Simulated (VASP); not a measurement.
These are PBEsol GGA, VASP's PBE PAW potentials (set 64) (plane waves; VASP 6.6.1) values and carry that method's errors.

The input files of a VASP run:

**INCAR**
```
SYSTEM = BaLiF3
PREC = Accurate
ENCUT = 520
EDIFF = 1E-7
NELM = 100
ALGO = Normal
LREAL = .FALSE.
LASPH = .TRUE.
ISMEAR = -5
GGA = PS
LMAXMIX = 4
LWAVE = .FALSE.
LCHARG = .TRUE.
LORBIT = 11
NEDOS = 601
ISIF = 2
LEFG = .TRUE.
```

File POSCAR:
```
BaLiF3
3.9721030
  0.9999998770   0.0000000000   0.0000000000
  0.0000000000   0.9999998770   0.0000000000
  0.0000000000   0.0000000000   0.9999998770
Ba Li F
1 1 3
Cart
  0.0000000000   0.0000000000   0.0000000000
  0.4999999385   0.4999999385   0.4999999385
  0.0000000000   0.4999999385   0.4999999385
  0.4999999385   0.0000000000   0.4999999385
  0.4999999385   0.4999999385   0.0000000000
```

**KPOINTS**
```
Automatic mesh
0
Gamma
6 6 6
0 0 0
```

POTCAR, in this order: Ba_sv Li_sv F (PBE.64 set). Program: vasp_std.

Unless said otherwise, spin-orbit coupling is left out, though it shifts the bands of the heavy elements here.

Question: Estimate the energy per atom (σ→0), band gap (on the k-mesh).

Answer: 
```json
{
  "energy per atom (σ→0)": "-5.502 eV/atom",
  "band gap (on the k-mesh)": "6.52 eV"
}
```

### OSZICAR
```
...
DAV:   8    -0.275097093205E+02    0.22254E-01   -0.95678E-02   935   0.283E+00    0.389E-01
DAV:   9    -0.275087874900E+02    0.92183E-03   -0.23886E-02  1050   0.108E+00    0.138E-01
DAV:  10    -0.275088694065E+02   -0.81917E-04   -0.34832E-03   940   0.457E-01    0.426E-02
DAV:  11    -0.275088437322E+02    0.25674E-04   -0.22669E-04  1123   0.110E-01    0.142E-02
DAV:  12    -0.275088464197E+02   -0.26875E-05   -0.15900E-05  1031   0.266E-02    0.494E-03
DAV:  13    -0.275088464148E+02    0.49281E-08   -0.19590E-06  1138   0.992E-03    0.256E-03
DAV:  14    -0.275088464603E+02   -0.45556E-07   -0.61399E-07   990   0.563E-03
   1 F= -.27508846E+02 E0= -.27508846E+02  d E =0.000000E+00
```

The structure comes from a computed database's BaLiF3 entry (Pm-3m); how it stands against other phases isn't given here. It was relaxed first.
